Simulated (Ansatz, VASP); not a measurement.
## C: VASP beside Ansatz

One calculation is typed for both programs; each brings its own data sets. How far apart do they land? The cell is taken from a series of runs on this material, whose earlier steps may have relaxed, scaled, displaced or heated it; both programs get it as it stands.

Main program and level: Ansatz 0.2.0; plane waves, with VASP 6.6.1 beside it; r2SCAN.

## 1. The starting structure

Symmetry: P6_3/mmc, No. 194, hexagonal system. Conventional cell: a = 2.520 Å, b = 2.520 Å, c = 4.115 Å, α = 90.00°, β = 90.00°, γ = 120.00°. Nearest to C lie 4 C at 1.54 Å.

## 2. VASP: relaxation of cell and atoms, r2SCAN, pair 1

The relaxed volume is the usual yardstick between codes: in a stiff, nearly cubic crystal its relative difference is about their pressure difference at one cell divided by the bulk modulus.

Lines of VASP's logs that name or quote its potential files are left out, and so is its time.

INCAR reads:

```
SYSTEM = C
PREC = Accurate
ENCUT = 660
EDIFF = 1E-07
NELM = 120
ISMEAR = -1
SIGMA = 0.02
LREAL = .FALSE.
ALGO = Normal
METAGGA = R2SCAN
LASPH = .TRUE.
NBANDS = 14
LORBIT = 11
LWAVE = .FALSE.
LCHARG = .FALSE.
ISIF = 3
IBRION = 2
NSW = 80
EDIFFG = -0.005
GGA_COMPAT = .FALSE.
NELMIN = 4
EFERMI = MIDGAP
LMIXTAU = .TRUE.
KPAR = 2
```

POSCAR reads:

```
C
1.0
    2.5200000000      0.0000000000      0.0000000000
   -1.2600000000      2.1823840200      0.0000000000
    0.0000000000      0.0000000000      4.1151427700
C
4
Direct
    0.3333333300      0.6666666700      0.5625000000
    0.3333333300      0.6666666700      0.9375000000
    0.6666666700      0.3333333300      0.0625000000
    0.6666666700      0.3333333300      0.4375000000
```

KPOINTS reads:

```
Automatic mesh
0
Gamma
15 15 8
0 0 0
```

Potentials, in the order of the species: C (PBE family, release 64).

The run is started by

```
mpirun -np 2 vasp_std
```

Numbers of over 12 decimals in the logs are rounded to 6 here.

Output:

```text
[banner, memory and clock lines left out]
running    2 mpi-ranks, on    1 nodes
 distrk:  each k-point on    1 cores,    2 groups
 distr:  one band on    1 cores,    1 groups

 POSCAR found type information on POSCAR C
 POSCAR found :  1 types and       4 ions
|                                                                             |
|               ----> ADVICE to this user running VASP <----                  |
|                                                                             |
|     You enforced a specific xc type in the INCAR file but a different       |
|     [... a line on the potential file left out ...]
|     I HOPE YOU KNOW WHAT YOU ARE DOING!                                     |
|                                                                             |

 LDA part: xc-table for (None), standard interpolation
 POSCAR, INCAR and KPOINTS ok, starting setup
 FFT: planning ... GRIDC
 FFT: planning ... GRID_SOFT
 FFT: planning ... GRID
 WAVECAR not read
 entering main loop
       N       E                     dE             d eps       ncg     rms          rms(c)
DAV:   1     0.281770779334E+02    0.28177E+02   -0.10121E+04  3796   0.139E+03
DAV:   2    -0.413118709062E+02   -0.69489E+02   -0.64057E+02  5162   0.227E+02
DAV:   3    -0.437865592103E+02   -0.24747E+01   -0.24603E+01  5244   0.377E+01
DAV:   4    -0.438012477310E+02   -0.14689E-01   -0.14686E-01  4254   0.335E+00
DAV:   5    -0.438013917843E+02   -0.14405E-03   -0.14405E-03  5154   0.300E-01    0.723E+00
DAV:   6    -0.388276932957E+02    0.49737E+01   -0.72359E-01  4128   0.720E+00    0.554E+00
DAV:   7    -0.380003389470E+02    0.82735E+00   -0.37547E-01  3780   0.674E+00    0.970E-01
DAV:   8    -0.387895130256E+02   -0.78917E+00   -0.52709E-01  3882   0.642E+00    0.104E+00
DAV:   9    -0.391124721074E+02   -0.32296E+00   -0.79596E-02  4002   0.274E+00    0.721E-01
DAV:  10    -0.391984707003E+02   -0.85999E-01   -0.16793E-02  3876   0.151E+00    0.290E-01
DAV:  11    -0.391925720284E+02    0.58987E-02   -0.24117E-03  4434   0.615E-01    0.143E-01
DAV:  12    -0.392035151143E+02   -0.10943E-01   -0.29601E-03  3864   0.630E-01    0.406E-02
DAV:  13    -0.392035186840E+02   -0.35697E-05   -0.75282E-05  4788   0.927E-02    0.175E-02
DAV:  14    -0.392035414985E+02   -0.22814E-04   -0.48395E-06  4278   0.290E-02    0.145E-02
DAV:  15    -0.392035692495E+02   -0.27751E-04   -0.26151E-06  4200   0.181E-02    0.418E-03
DAV:  16    -0.392035758717E+02   -0.66222E-05   -0.24938E-06  3888   0.175E-02    0.158E-03
DAV:  17    -0.392035759023E+02   -0.30650E-07   -0.95516E-08  2588   0.369E-03
   1 F= -.39203576E+02 E0= -.39203576E+02  d E =-.392036E+02
[...]
2 F= -.39186742E+02 E0= -.39186742E+02  d E =0.168335E-01
[...]
3 F= -.39228288E+02 E0= -.39228288E+02  d E =-.247120E-01
[...]
4 F= -.39228285E+02 E0= -.39228285E+02  d E =-.247091E-01
[...]
5 F= -.39228228E+02 E0= -.39228228E+02  d E =0.571532E-04
[...]
6 F= -.39228312E+02 E0= -.39228312E+02  d E =-.273743E-04
[...]
7 F= -.39228314E+02 E0= -.39228314E+02  d E =-.146042E-05
 trial-energy change:   -0.000001  1 .order   -0.000001   -0.000020    0.000018
 step:   0.4206(harm=  0.4073)  dis= 0.00007  next Energy=   -39.228318 (dE=-0.550E-05)
 bond charge predicted
       N       E                     dE             d eps       ncg     rms          rms(c)
DAV:   1    -0.392283190498E+02   -0.53228E-05   -0.10658E-04  4242   0.905E-02    0.676E-03
DAV:   2    -0.392283180134E+02    0.10364E-05   -0.22348E-06  4848   0.131E-02    0.397E-03
DAV:   3    -0.392283181146E+02   -0.10115E-06   -0.85316E-07  4536   0.879E-03    0.507E-04
DAV:   4    -0.392283176246E+02    0.48999E-06   -0.11998E-07  2052   0.387E-03    0.239E-04
DAV:   5    -0.392283180622E+02   -0.43759E-06   -0.31037E-08  1962   0.210E-03    0.181E-04
DAV:   6    -0.392283177792E+02    0.28298E-06   -0.77235E-09  1908   0.108E-03    0.195E-05
DAV:   7    -0.392283178481E+02   -0.68874E-07   -0.10202E-09  1896   0.362E-04
   8 F= -.39228318E+02 E0= -.39228318E+02  d E =-.550389E-05
 curvature:  -0.21 expect dE=-0.476E-07 dE for cont linesearch -0.833E-08
 trial: gam= 0.03927 g(F)=  0.145E-08 g(S)=  0.227E-06 ort =-0.103E-05 (trialstep = 0.702E+00)
 search vector abs. value=  0.189E-06
 reached required accuracy - stopping structural energy minimisation
```

From OUTCAR (step 2):

```text
ion  position               nearest neighbor table
   1  0.333  0.667  0.562-   4 1.54   4 1.54   2 1.54   4 1.54
   2  0.333  0.667  0.938-   3 1.54   3 1.54   1 1.54   3 1.54
   3  0.667  0.333  0.062-   2 1.54   2 1.54   4 1.54   2 1.54
   4  0.667  0.333  0.438-   1 1.54   1 1.54   3 1.54   1 1.54

  LATTYP: Found a hexagonal cell.
 ALAT       =     2.5200000000
 C/A-ratio  =     1.6329931627

 Subroutine GETGRP returns: Found 24 space group operations
 (whereof 12 operations were pure point group operations)

The static configuration has the point symmetry D_3d.
 The point group associated with its full space group is D_6h.

 Found    135 irreducible k-points:

   k-points           NKPTS =    135   k-points in BZ     NKDIM =    135   number of bands    NBANDS=     14

   dimension x,y,z NGX =    24 NGY =   24 NGZ =   36
   dimension x,y,z NGXF=    48 NGYF=   48 NGZF=   72

   ENCUT  =  660.0 eV  48.51 Ry    6.96 a.u.   5.28  5.28  8.62*2*pi/ulx,y,z

   NELECT =      16.0000    total number of electrons

 k-points in reciprocal lattice and weights: Automatic mesh
   0.00000000  0.00000000  0.00000000       0.001
   0.06666667  0.00000000  0.00000000       0.003
   0.13333333  0.00000000  0.00000000       0.003
   0.20000000  0.00000000  0.00000000       0.003
   0.26666667  0.00000000  0.00000000       0.003
   0.33333333  0.00000000  0.00000000       0.003
   0.40000000  0.00000000  0.00000000       0.003
   0.46666667  0.00000000  0.00000000       0.003
   0.06666667  0.06666667  0.00000000       0.003
[...]
0.33333333  0.26666667  0.50000000       0.007
   0.33333333  0.33333333  0.50000000       0.001

 average (electrostatic) potential at core
       1 -47.4044       2 -47.4044       3 -47.4044       4 -47.4044

 E-fermi :  11.8322

 k-point     1 :       0.0000    0.0000    0.0000
  band No.  band energies     occupation
    ...
      4       6.7724      2.00000
      5       6.7724      2.00000
      6       9.5469      2.00000
      7      10.0518      2.00000
      8      10.0518      2.00000
      9      15.2426      0.00000
     10      15.2426      0.00000
     11      15.6333      0.00000
     12      18.5135      0.00000
     13      20.0740      0.00000
    ...

 k-point     2 :       0.0667    0.0000    0.0000
  band No.  band energies     occupation
    ...
      4       6.1690      2.00000
      5       6.5251      2.00000
      6       9.3701      2.00000
      7       9.5317      2.00000
      8       9.8299      2.00000
      9      15.3319      0.00000
     10      15.5642      0.00000
     11      15.8473      0.00000
     12      18.8985      0.00000
     13      20.1797      0.00000
    ...

 k-point     3 :       0.1333    0.0000    0.0000
  band No.  band energies     occupation
    ...
      4       4.6604      2.00000
      5       5.9115      2.00000
      6       8.2324      2.00000
      7       8.8736      2.00000
      8       9.2697      2.00000
      9      15.4014      0.00000
     10      16.3256      0.00000
     11      16.3578      0.00000
     12      19.8933      0.00000
     13      20.4050      0.00000
    ...

  Total        0.0024312      0.0024312      0.0026494     -0.0000000      0.0000000      0.0000000
  in kB        0.1721408      0.1721408      0.1875853     -0.0000000      0.0000000      0.0000000
  external PRESSURE =       0.1772890 kB  Pullay stress =       0.0000000 kB

  energy-cutoff  :      660.00
  volume of cell :       22.63
      direct lattice vectors                 reciprocal lattice vectors
     2.503462889  0.000000000 -0.000000000     0.399446704  0.230620662  0.000000000
    -1.251731445  2.168062462 -0.000000000    -0.000000000  0.461241324  0.000000000
    -0.000000000 -0.000000000  4.169104348     0.000000000  0.000000000  0.239859672

 POSITION                                       TOTAL-FORCE (eV/Angst)
 -----------------------------------------------------------------------------------
     -0.00000      1.44537      2.34619         0.000000     -0.000000     -0.000087
     -0.00000      1.44537      3.90747         0.000000     -0.000000      0.000087
      1.25173      0.72269      0.26164        -0.000000     -0.000000     -0.000087
      1.25173      0.72269      1.82291        -0.000000      0.000000      0.000087
 -----------------------------------------------------------------------------------
    total drift:                               -0.000004      0.000002     -0.000001

  FREE ENERGIE OF THE ION-ELECTRON SYSTEM (eV)
  ---------------------------------------------------
  free  energy   TOTEN  =       -39.2283178481 eV

  energy  without entropy=      -39.2283178481  energy(sigma->0) =      -39.22831785

 reached required accuracy - stopping structural energy minimisation

 total charge
# of ion       s       p       d       tot
------------------------------------------
    1        0.845   1.741   0.000   2.586
    2        0.845   1.741   0.000   2.586
    3        0.845   1.741   0.000   2.586
    4        0.845   1.741   0.000   2.586
--------------------------------------------------
tot          3.379   6.966   0.000  10.345

[... 3 further parts left out ...]
```

The gap is read on the k-mesh alone, so it is an upper bound where the band edges lie off the mesh. The run keeps the 24 symmetry operations of its start, so it cannot find a distortion of lower symmetry.

## 3. Ansatz: relaxation of cell and atoms, r2SCAN, pair 1

Ansatz runs on its PAW soft_1 files.

The same cell, functional, mesh and smearing now go to Ansatz.

input.yaml reads:

```yaml
crystal:
  lattice:
    - [2.52, 0.0, 0.0]
    - [-1.26, 2.18238402, 0.0]
    - [0.0, 0.0, 4.11514277]
  atoms:
    - { symbol: C, position: [0.33333333, 0.66666667, 0.5625] }
    - { symbol: C, position: [0.33333333, 0.66666667, 0.9375] }
    - { symbol: C, position: [0.66666667, 0.33333333, 0.0625] }
    - { symbol: C, position: [0.66666667, 0.33333333, 0.4375] }
kpoints:
  mp_grid: { grid: [15, 15, 8] }
scf:
  occupations: { method: fermi_dirac, width: 0.02 }
hamiltonian:
  xc: r2scan
  pseudopotentials: { kind: paw, azcp: { folder: soft_1 } }
basis:
  ecutwfc: 600
output:
  forces: true
  stress: true
  write_density: true
  write_potential: true
  elf: true
  volumetric_format: npy
relax:
  f_tol: 0.005
  max_steps: 70
  cell: { stress_tol: 0.02, p_target: 0 }
```

The run is started by

```
ansatz run input.yaml --threads 4 --pin off --max-ram 10240MiB --backend cpu --events-out ev --progress --plain --runs-dir out
```

Output:

```text
Engine: ansatz 0.2.0, aarch64-unknown-linux-gnu
Pseudopotentials: kind: paw
Pseudopotential: C, paw, valence charge 4, recommended cutoff 500 eV (meta_gga), soft_1/C.paw.azcp
Functional definition: r2SCAN
  parameter k0 = 0.174
  parameter k1 = 0.065
  parameter a1 = 4.9479
  exchange = r2scan_x(k0 = k0, k1 = k1, a1 = a1)
  correlation = r2scan_c
Crystal: 4 atoms, lattice volume = 22.632 Å³
Basis set: ecut = 600 eV, 713 PW (Γ), exchange–correlation on 96×96×144 points (64 copies of the dense FFT grid, shifted against one another)
Bands: 12, of which v1, the nominal top of the filled ones, is band 8 counted from 1 (7 counted from 0)
Symmetry: 24 space group operations
Space group: P63/mmc (ITA 194), of the structure as read, at distance tolerance 2.8e-5 Å
k-points: 135 of 1800
Non-local potential: C, projectors of the file, l = 0: 2, l = 1: 2, l = 2: 1
PAW form: soft (Blöchl's): semilocal exchange-correlation on the pseudo side does not see the compensation charge
PAW frozen core: C, regenerated for the run's functional (the file was generated under x = pbe(κ = 0.804, μ = 0.219515), c = pbe(β = 0.066725))
PAW one-centre angular grid: C, 302 points (default); XC on 219 of its mesh's 2255 points in the sphere
Initial density: superposition of atomic densities (chi_scale 0.1, normalization cell)
Initial wavefunctions: pseudopotential atomic-orbital guess
Functional: x = r2scan, c = r2scan; τ floored in thin density (d = 2e-4 eV/Å³)
SCF iter   1: F=—  HF=-1006.549802 eV  |F-HF|=—  |Δ(HF+E_count)|=         —  Δρ=1.36e-1  dr2=2.89e0  dr2_τ=9.44e-1  ethr=3.10e-3  ⟨swp⟩=5.3  Hψ=9230  notcnv=0
preconditioner: auto → none  [insulator: Δε(μ)=4.470 eV  Ē_g=18.080 eV  σ=0.020 eV  W_gap=1.00  n_scr=2 (ndim 8)  ℏωp=31.2 eV  f_vac=0.000  D(μ)=0.00/eV (n_scr^D=0)  ε∞_Penn≈4.0]
SCF iter   2: F=—  HF=-1006.084962 eV  |F-HF|=—  |Δ(HF+E_count)|=   4.65e-1  Δρ=5.85e-2  dr2=4.66e-1  dr2_τ=1.27e-2  ethr=3.10e-3  ⟨swp⟩=2.1  Hψ=4254  notcnv=0
SCF iter   3: F=—  HF=-1006.081556 eV  |F-HF|=—  |Δ(HF+E_count)|=   3.41e-3  Δρ=5.91e-3  dr2=2.62e-3  dr2_τ=3.52e-4  ethr=2.92e-3  ⟨swp⟩=3.0  Hψ=3240  notcnv=0
SCF iter   4: F=—  HF=-1006.082920 eV  |F-HF|=—  |Δ(HF+E_count)|=   1.36e-3  Δρ=5.82e-4  dr2=4.87e-5  dr2_τ=4.17e-6  ethr=1.64e-5  ⟨swp⟩=2.9  Hψ=3191  notcnv=0
SCF iter   5: F=—  HF=-1006.082907 eV  |F-HF|=—  |Δ(HF+E_count)|=   1.29e-5  Δρ=1.77e-5  dr2=1.42e-8  dr2_τ=5.60e-9  ethr=6.25e-10  ⟨swp⟩=8.4  Hψ=11365  notcnv=0
SCF iter   6: F=-1006.082907 eV  HF=-1006.082907 eV  |F-HF|=3.09e-11  |Δ(HF+E_count)|=   3.51e-8  Δρ=1.55e-6  dr2=3.00e-10  dr2_τ=3.90e-11  ethr=8.87e-11  ⟨swp⟩=5.8  Hψ=9019  notcnv=0
SCF 1 converged in 6 iterations: F = -1006.082907 eV  dr2 = 3.00e-10
  greatest PAW one-centre occupation: 0.660 electrons in one spin orbital (limit 2), on the C atom at site 3 (counted from 0), in its partial waves of l = 0
relax step   1: F+E_penalty+E_count = -1006.08290743 eV  Δ(F+E_penalty+E_count) = +0.000e0 eV  max|allowed force component| = 6.206e-2 eV/Å  Δτ_max = 0.0000 Å  P = +0.118 GPa  Ω = 22.632 Å³  (6 SCF iters, dr2 threshold 1.00e-7 eV, accepted)
[...]
relax step   2: F+E_penalty+E_count = -1006.09627975 eV  Δ(F+E_penalty+E_count) = -1.337e-2 eV  max|allowed force component| = 5.631e-1 eV/Å  Δτ_max = 0.0083 Å  P = -0.264 GPa  Ω = 22.620 Å³  energy of the carried Pulay correction = +7.001e-6 eV  (4 SCF iters, dr2 threshold 4.00e-7 eV, accepted)
[...]
relax step   3: F+E_penalty+E_count = -1006.10559856 eV  Δ(F+E_penalty+E_count) = -9.319e-3 eV  max|allowed force component| = 2.461e-1 eV/Å  Δτ_max = 0.0041 Å  P = -0.194 GPa  Ω = 22.627 Å³  energy of the carried Pulay correction = +3.110e-6 eV  (3 SCF iters, dr2 threshold 4.00e-7 eV, accepted)
[...]
relax step   4: F+E_penalty+E_count = -1006.10699109 eV  Δ(F+E_penalty+E_count) = -1.393e-3 eV  max|allowed force component| = 1.365e-1 eV/Å  Δτ_max = 0.0014 Å  P = -0.061 GPa  Ω = 22.621 Å³  energy of the carried Pulay correction = +6.512e-6 eV  (3 SCF iters, dr2 threshold 4.00e-7 eV, accepted)
[...]
relax step   5: F+E_penalty+E_count = -1006.10758403 eV  Δ(F+E_penalty+E_count) = -5.929e-4 eV  max|allowed force component| = 2.192e-3 eV/Å  Δτ_max = 0.0018 Å  P = +0.032 GPa  Ω = 22.619 Å³  energy of the carried Pulay correction = +7.909e-6 eV  (3 SCF iters, dr2 threshold 4.00e-7 eV, accepted)
[...]
relax step   6: F+E_penalty+E_count = -1006.10758371 eV  Δ(F+E_penalty+E_count) = +3.222e-7 eV  max|allowed force component| = 1.548e-4 eV/Å  Δτ_max = 0.0000 Å  P = +0.007 GPa  Ω = 22.620 Å³  energy of the carried Pulay correction = +7.111e-6 eV  (3 SCF iters, dr2 threshold 1.29e-8 eV, accepted)
[...]
relax step   7: F+E_penalty+E_count = -1006.10757022 eV  Δ(F+E_penalty+E_count) = +1.349e-5 eV  max|allowed force component| = 1.464e-5 eV/Å  Δτ_max = 0.0000 Å  P = +0.007 GPa  Ω = 22.620 Å³  stress off target by 1.35e-2 GPa  SCF on the basis re-selected at this cell (its energy is not comparable with the rows above)  (5 SCF iters)
basis re-selected at this cell: Δ(F+E_penalty+E_count) = +1.349e-5 eV, ΔP = +0.000 GPa vs the last step (what re-selecting the basis moved, of the pressure what is left beyond the Pulay correction that the steps carried, after the strain that the cell walked since its last selection, with what the two solves' SCF thresholds leave and, on support functions, any second-order correction that the steps lacked; it is no measure of the basis error at this ecutwfc). The dense FFT grid was sized anew with the basis: this SCF ran on 20×20×36 points, the steps before it on 24×24×36, so part of this shift can come from that change (see relax.cell in the input reference). [rest of the remark cut]
SCF converged after 5 iterations
Free energy (F): -1006.107570 eV
Harris-Foulkes:  -1006.107570 eV  (|F-HF|=6.82e-13)
Internal energy: -1006.107570 eV  (E = F + TS)
E sigma→0 (E₀):  -1006.107570 eV
Fermi energy:    15.474719 eV
--- Per-component energies (eV) ---
  E_band       = 61.560884
  E_kinetic    = 359.848277
  E_local      = -220.292867  (includes V_loc(G=0)·N_el)
  E_nonlocal   = 90.272985
  E_hartree    = 53.586792
  E_xc         = -187.910510
  E_vxc        = -258.347162  (∫ρ·V_xc dr)
  E_paw        = -405.835440  (= ΣΔE_a)
  E_vpaw       = -30.667298  (= ΣTr[D̂ρ^β])
  E_aug_tail   = 0.000017  (compensation charges beyond the density's cutoff)
  E_vtau       = 13.573348  (kinetic-family band-sum trace: ∫τ·v_τ [+ j·A + Jᵃ·Aᵃ] dr)
  E_ewald      = -695.677728
  E_core_change = -0.099096  (= ΣΔE_core)
  E_smearing   = -0.000000  (= −TS)
  E_closure    = 0.000000  (closes the sum)
  Σ components = -1006.107570   (vs F -1006.107570, Δ=0.00e0)
--- Forces (eV/Å), atoms counted from 1 ---
  atom   1  C     -0.00000000    -0.00000000    -0.00001464
  atom   2  C      0.00000000    -0.00000000     0.00001464
  atom   3  C     -0.00000000     0.00000000    -0.00001464
  atom   4  C      0.00000000     0.00000000     0.00001464
  max |Σ_I F_I| component: 1.71e-16 eV/Å
--- Stress (GPa, compression-positive) ---
        0.003831       0.000000       0.000000
       -0.000000       0.003831       0.000000
        0.000000       0.000000       0.013493
  P = ⅓ Tr σ = 0.0071 GPa (0.071 kbar)
--- Band table (eV; the first three rows and the last of 135) ---
  k-point 0: bands = [... 4 lower, 10.4016, 13.1752, 13.6742, 13.6742, 18.9152, 18.9152, 19.2941, 22.1202]
  k-point 1: bands = [... 4 lower, 10.4895, 12.3996, 13.4735, 13.4735, 19.1339, 19.1339, 19.7504, 22.1107]
  k-point 2: bands = [... 4 lower, 10.7487, 10.7487, 12.9696, 12.9696, 19.7024, 19.7024, 20.6021, 22.0718]
  k-point 134: bands = [... 4 lower, 3.7015, 3.7015, 9.1083, 9.1083, 21.4406, 21.4406, 23.2858, 23.2858]
--- Relaxed structure (6 steps of the walk, 6 accepted, 1 SCFs on fresh bases) ---
  F+E_penalty+E_count = -1006.10757022 eV   max|allowed force component| = 1.464e-5 eV/Å   (the final SCF, on the basis selected at the relaxed cell)
  cell:  # Å, volume = 22.6201 Å³
    - [2.503111, 0, 0.0]
    - [-1.251556, 2.167758, 0.0]
    - [0.0, 0.0, 4.168735]
  atoms:
    - { symbol: C, position: [0.333333, 0.666667, 0.562733] }
    - { symbol: C, position: [0.333333, 0.666667, 0.937267] }
    - { symbol: C, position: [0.666667, 0.333333, 0.062733] }
    - { symbol: C, position: [0.666667, 0.333333, 0.437267] }
```

## 4. Comparison

Known differences besides the potentials themselves: VASP keeps PBE cores, Ansatz makes them for the functional; the cutoff is 600 eV in Ansatz and 660 eV in VASP; Ansatz adds a Pulay correction to the stress that steers its cell, VASP none. Total energies have different zeros and are not compared.

The two programs side by side:

```
                                         quantity  Ansatz   VASP  difference
                                      volume (Å³)   22.62  22.63     -0.04 %
edge a after relaxation, in the typed setting (Å)   2.503  2.503     -0.02 %
edge c after relaxation, in the typed setting (Å)   4.169  4.169     -0.01 %
```

[end of part 1 of 2]

[Lines on the potential files, build, host, timing and source positions are cut from VASP's logs without a mark.]

[Logs are printed without paths, hosts, clocks, repeated set-up lines and the standing remarks that a program may print on its own settings, such as how far it seeks lower states.]

[Hosts, paths, dates, database ids (printed as entryN), source tags and the programs' standing remarks are cut or masked in the printed files.]
